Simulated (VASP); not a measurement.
Calculation: r2SCAN meta-GGA, VASP's PBE PAW potentials (set 64) (plane waves; VASP).

A VASP calculation is set up with these files.

### POSCAR
```
MgO
1
    0.0000000000     2.1385358592     2.1385358592
    2.1385358592     0.0000000000     2.1385358592
    2.1385358592     2.1385358592     0.0000000000
Mg O
1 1
Direct
  0.0000000000   0.0000000000   0.0000000000
  0.5000000000   0.5000000000   0.5000000000
```

**INCAR**
```
ALGO=Normal
EDIFF=1E-7
ENCUT=520
ISIF=2
ISMEAR=0
LASPH=T
LCHARG=F
LMIXTAU=T
LREAL=F
LWAVE=F
METAGGA=R2SCAN
NELM=100
PREC=Accurate
SIGMA=0.05
SYSTEM=MgO
```

### KPOINTS
```
Automatic mesh
0
Gamma
11 11 11
0 0 0
```

POTCAR, in this order: Mg O (PBE.64 set). Program: vasp_std.

What VASP printed:

OSZICAR:
```
       N       E                     dE             d eps       ncg     rms          rms(c)
DAV:   1     0.733653566552E+01    0.73365E+01   -0.50186E+03  1056   0.917E+02
DAV:   2    -0.194736469068E+02   -0.26810E+02   -0.26118E+02  1096   0.150E+02
DAV:   3    -0.198528051149E+02   -0.37916E+00   -0.37916E+00  1128   0.194E+01
DAV:   4    -0.198534700393E+02   -0.66492E-03   -0.66492E-03  1208   0.796E-01
DAV:   5    -0.198534704697E+02   -0.43045E-06   -0.43045E-06  1216   0.157E-02    0.678E+00
DAV:   6    -0.159315448661E+02    0.39219E+01   -0.52723E+00   896   0.157E+01    0.197E+00
DAV:   7    -0.162246030161E+02   -0.29306E+00   -0.11114E+00   912   0.901E+00    0.190E+00
DAV:   8    -0.161422518013E+02    0.82351E-01   -0.18474E+00   896   0.119E+01    0.193E+00
DAV:   9    -0.160524538460E+02    0.89798E-01   -0.60619E-01   896   0.648E+00    0.442E-01
DAV:  10    -0.161300620214E+02   -0.77608E-01   -0.49728E-02   896   0.226E+00    0.170E-01
DAV:  11    -0.161303801341E+02   -0.31811E-03   -0.30296E-04  1256   0.191E-01    0.142E-01
DAV:  12    -0.161307889306E+02   -0.40880E-03   -0.10968E-03   912   0.317E-01    0.736E-02
DAV:  13    -0.161308054210E+02   -0.16490E-04   -0.82371E-04   944   0.296E-01    0.680E-03
DAV:  14    -0.161309121627E+02   -0.10674E-03   -0.43952E-05   896   0.106E-01    0.561E-03
DAV:  15    -0.161308982039E+02    0.13959E-04   -0.35654E-06   992   0.262E-02    0.584E-03
DAV:  16    -0.161309116852E+02   -0.13481E-04   -0.23655E-06  1168   0.135E-02    0.845E-04
DAV:  17    -0.161309094836E+02    0.22016E-05   -0.17068E-07   896   0.667E-03    0.272E-04
DAV:  18    -0.161309120311E+02   -0.25475E-05   -0.23837E-08   568   0.201E-03    0.621E-05
DAV:  19    -0.161309111721E+02    0.85895E-06   -0.59724E-09   480   0.108E-03    0.415E-05
DAV:  20    -0.161309116107E+02   -0.43860E-06   -0.54451E-10   496   0.257E-04    0.181E-05
DAV:  21    -0.161309115896E+02    0.21191E-07   -0.27734E-11   504   0.850E-05
   1 F= -.16130912E+02 E0= -.16130912E+02  d E =-.382219E-16
```

OUTCAR:
```
------------------------ aborting loop because EDIFF is reached ----------------------------------------
  FORCE on cell =-STRESS in cart. coord.  units (eV):
  Direction    XX          YY          ZZ          XY          YZ          ZX
  --------------------------------------------------------------------------------------
  Total       -1.0775398     -1.0775398     -1.0775398      0.0000000      0.0000000      0.0000000
  in kB      -88.2600764    -88.2600764    -88.2600764      0.0000000      0.0000000      0.0000000
  external PRESSURE =     -88.2600764 kB  Pullay stress =       0.0000000 kB
  volume of cell :       19.56
      direct lattice vectors                 reciprocal lattice vectors
     0.000000000  2.138535859  2.138535859    -0.233804824  0.233804824  0.233804824
     2.138535859  0.000000000  2.138535859     0.233804824 -0.233804824  0.233804824
     2.138535859  2.138535859  0.000000000     0.233804824  0.233804824 -0.233804824
  FREE ENERGIE OF THE ION-ELECTRON SYSTEM (eV)
  ---------------------------------------------------
  free  energy   TOTEN  =       -16.1309115896 eV

  energy  without entropy=      -16.1309115896  energy(sigma->0) =      -16.13091159
```
(Selected blocks of OUTCAR.)

### OUTCAR
```
 val. band max:        2.4475400939   @ k =   0.0000   0.0000   0.0000

 cond. band min:       7.5996320247   @ k =   0.0000   0.0000   0.0000


 Fermi energy:         2.7127753113

 k-point     1 :       0.0000    0.0000    0.0000
  band No.  band energies     occupation
      1     -15.5252      2.00000
      2       2.4475      2.00000
      3       2.4475      2.00000
      4       2.4475      2.00000
      5       7.5996      0.00000
      6      19.0084      0.00000
      7      19.0084      0.00000
      8      19.0084      0.00000

 k-point     2 :       0.0909    0.0000    0.0000
  band No.  band energies     occupation
      1     -15.4460      2.00000
      2       1.9272      2.00000
      3       2.3942      2.00000
      4       2.3942      2.00000
      5       8.1202      0.00000
      6      17.9357      0.00000
      7      19.2052      0.00000
      8      19.2052      0.00000

 k-point     3 :       0.1818    0.0000    0.0000
  band No.  band energies     occupation
      1     -15.2255      2.00000
      2       0.8061      2.00000
      3       2.2549      2.00000
      4       2.2549      2.00000
      5       9.2072      0.00000
      6      16.4832      0.00000
      7      19.6296      0.00000
      8      19.6296      0.00000

 k-point     4 :       0.2727    0.0000    0.0000
  band No.  band energies     occupation
      1     -14.9168      2.00000
      2      -0.3838      2.00000
      3       2.0799      2.00000
      4       2.0799      2.00000
      5      10.2159      0.00000
      6      15.6279      0.00000
      7      19.7983      0.00000
      8      19.7983      0.00000

 k-point     5 :       0.3636    0.0000    0.0000
  band No.  band energies     occupation
      1     -14.6097      2.00000
      2      -1.3490      2.00000
      3       1.9257      2.00000
      4       1.9257      2.00000
      5      10.7727      0.00000
      6      15.4884      0.00000
      7      19.6009      0.00000
...
```

The compound is MgO in the rock salt structure. This cell is one point of a volume scan, at 1.06 of the reference volume.
